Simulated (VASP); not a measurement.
Given:

```
CELL_PARAMETERS angstrom
      1.82107    -3.15418     0.00000
      1.82107     3.15418     0.00000
      0.00000     0.00000     5.70352
ATOMIC_POSITIONS crystal
  Gd 0.33333 0.66667 0.25000
  Gd 0.66667 0.33333 0.75000
```

Calculation: PW91 GGA, VASP's PBE PAW potentials (set 64) (plane waves; VASP). Settings: 520 eV cut-off, Gaussian smearing of 0.050 eV, potentials Gd_3.

The 4f electrons are frozen in the core of the lanthanide potential, so 4f levels, which can set the real gap, and their magnetism are missing.

### Question
Give the energies of bands 7 to 12 at the high-symmetry points, in eV from the Fermi level.

### Answer

| band | Γ | M | K | A | L | H |
|---|---|---|---|---|---|---|
| 7 | -4.70 | -1.72 | -1.00 | -3.14 | -1.85 | -0.58 |
| 8 | -2.08 | -1.45 | -0.58 | -3.14 | -1.85 | -0.58 |
| 9 | 1.60 | -1.00 | -0.58 | 0.93 | -0.03 | -0.35 |
| 10 | 1.65 | 0.31 | -0.28 | 0.93 | -0.03 | -0.35 |
| 11 | 1.65 | 1.33 | 1.12 | 1.55 | 1.89 | 0.67 |
| 12 | 2.01 | 1.58 | 1.12 | 1.55 | 1.89 | 0.67 |

It has no gap at this level: it comes out as a metal or semimetal.

The compound is Gd in the hcp structure. It was relaxed first.
